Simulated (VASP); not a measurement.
Output of a VASP run:

### OSZICAR
```
       N       E                     dE             d eps       ncg     rms          rms(c)
DAV:   1     0.259803689784E+03    0.25980E+03   -0.15917E+04  9424   0.209E+03
DAV:   2     0.493524782334E+01   -0.25487E+03   -0.23827E+03  9620   0.408E+02
DAV:   3    -0.251328023190E+02   -0.30068E+02   -0.28567E+02 10660   0.157E+02
DAV:   4    -0.261000769065E+02   -0.96727E+00   -0.96013E+00 10384   0.303E+01
DAV:   5    -0.261276338992E+02   -0.27557E-01   -0.27561E-01 10976   0.480E+00    0.200E+01
DAV:   6    -0.234670884379E+02    0.26605E+01   -0.46906E+01 14012   0.111E+02    0.223E+01
DAV:   7    -0.218295071447E+02    0.16376E+01   -0.75278E+00 11792   0.859E+01    0.915E+00
DAV:   8    -0.220692969540E+02   -0.23979E+00   -0.23650E+00 10452   0.135E+01    0.607E+00
DAV:   9    -0.219896437204E+02    0.79653E-01   -0.24391E-01 15212   0.133E+01    0.189E+00
DAV:  10    -0.220104114573E+02   -0.20768E-01   -0.87282E-02 12864   0.485E+00    0.921E-01
DAV:  11    -0.220093341977E+02    0.10773E-02   -0.22893E-02 15032   0.400E+00    0.153E-01
DAV:  12    -0.220098654215E+02   -0.53122E-03   -0.50615E-03  9532   0.639E-01    0.118E-01
DAV:  13    -0.220097670344E+02    0.98387E-04   -0.35642E-04 13132   0.189E-01    0.582E-02
DAV:  14    -0.220097848461E+02   -0.17812E-04   -0.23310E-04 11984   0.252E-01    0.423E-02
DAV:  15    -0.220097802123E+02    0.46338E-05   -0.38643E-05 12412   0.989E-02    0.137E-02
DAV:  16    -0.220097803908E+02   -0.17846E-06   -0.70953E-06 12196   0.397E-02    0.409E-03
DAV:  17    -0.220097802520E+02    0.13881E-06   -0.45450E-07  8608   0.122E-02    0.954E-04
DAV:  18    -0.220097802824E+02   -0.30428E-07   -0.16381E-07  5180   0.493E-03
   1 F= -.22009780E+02 E0= -.22009780E+02  d E =0.000000E+00  mag=    -0.0000
```

**OUTCAR**
```
------------------------ aborting loop because EDIFF is reached ----------------------------------------
  FORCE on cell =-STRESS in cart. coord.  units (eV):
  Direction    XX          YY          ZZ          XY          YZ          ZX
  --------------------------------------------------------------------------------------
  Total        0.0103533      0.0103533      0.0103533     -0.0367860     -0.0367860     -0.0367860
  in kB        0.4394651      0.4394651      0.4394651     -1.5614537     -1.5614537     -1.5614537
  external PRESSURE =       0.4394651 kB  Pullay stress =       0.0000000 kB
  volume of cell :       37.75
      direct lattice vectors                 reciprocal lattice vectors
     4.224447107  2.110328523  2.110328523     0.354810843 -0.118199520 -0.118199520
     2.110328523  4.224447107  2.110328523    -0.118199520  0.354810843 -0.118199520
     2.110328523  2.110328523  4.224447107    -0.118199520 -0.118199520  0.354810843
 POSITION                                       TOTAL-FORCE (eV/Angst)
 -----------------------------------------------------------------------------------
      0.00000      0.00000      0.00000         0.000000      0.000000      0.000000
      4.22255      4.22255      4.22255         0.000000     -0.000000      0.000000
      2.11128      2.11128      2.11128        -0.000000     -0.000000     -0.000000
      6.33383      6.33383      6.33383        -0.000000      0.000000      0.000000
 -----------------------------------------------------------------------------------
    total drift:                                0.000000     -0.000000     -0.000000
  FREE ENERGIE OF THE ION-ELECTRON SYSTEM (eV)
  ---------------------------------------------------
  free  energy   TOTEN  =       -22.0097802824 eV

  energy  without entropy=      -22.0097802824  energy(sigma->0) =      -22.00978028

 total charge

# of ion       s       p       d       tot
------------------------------------------
    1        0.316   0.373   8.233   8.922
    2        0.316   0.373   8.233   8.922
    3        1.565   3.401   0.000   4.967
    4        1.565   3.401   0.000   4.967
--------------------------------------------------
tot          3.763   7.549  16.465  27.777

 magnetization (x)

# of ion       s       p       d       tot
------------------------------------------
    1       -0.009  -0.013   1.403   1.381
    2        0.009   0.013  -1.403  -1.381
    3        0.000   0.000   0.000   0.000
    4        0.000   0.000   0.000   0.000
--------------------------------------------------
tot          0.000   0.000   0.000   0.000

 Electric field gradients after diagonalization (V/A^2)
 (convention: |V_zz| > |V_xx| > |V_yy|)
----------------------------------------------------------------------
 ion       V_xx      V_yy      V_zz     asymmetry (V_yy - V_xx)/ V_zz
----------------------------------------------------------------------
   1      -0.684    -0.684     1.369       0.000
   2      -0.684    -0.684     1.369       0.000
   3       1.299     1.299    -2.599       0.000
   4       1.299     1.299    -2.599       0.000
```
(Selected blocks of OUTCAR.)

**POSCAR**
```
NiO
1
    4.2244471074     2.1103285227     2.1103285227
    2.1103285227     4.2244471074     2.1103285227
    2.1103285227     2.1103285227     4.2244471074
Ni O
2 2
Direct
  0.0000000000   0.0000000000   0.0000000000
  0.5000000000   0.5000000000   0.5000000000
  0.2500000000   0.2500000000   0.2500000000
  0.7500000000   0.7500000000   0.7500000000
```

### Question
Write an INCAR and KPOINTS that could have produced this output.

### Answer
One answer among several that fit: the input of the run itself, revPBE GGA, plane waves, VASP's PBE PAW potentials (set 64).

### INCAR
```
LCHARG  =  .True.
LMAXMIX  =  4   ! l cut-off of mixed one-centre charges
ENCUT  =  520
SYSTEM  =  NiO
NEDOS  =  601
ISMEAR  =  -5
EDIFF  =  1E-7   ! SCF stop (eV)
MAGMOM  =  1.4 -1.4 0.0 0.0
LASPH  =  .True.   ! aspherical one-centre terms
ISPIN  =  2
LORBIT  =  11   ! lm-projected
LWAVE  =  .False.
ALGO  =  Normal   ! blocked Davidson
PREC  =  Accurate
GGA  =  RE   ! revPBE
ISIF  =  2
LREAL  =  .False.
LEFG  =  .True.
NELM  =  100   ! most electronic steps
```

**KPOINTS**
```
Regular mesh
0
Gamma
10 10 10
0 0 0
```

POTCAR, in this order: Ni O (PBE.64 set). Program: vasp_std.

The compound is NiO in the rock salt, AFM-II order structure. It was relaxed first.
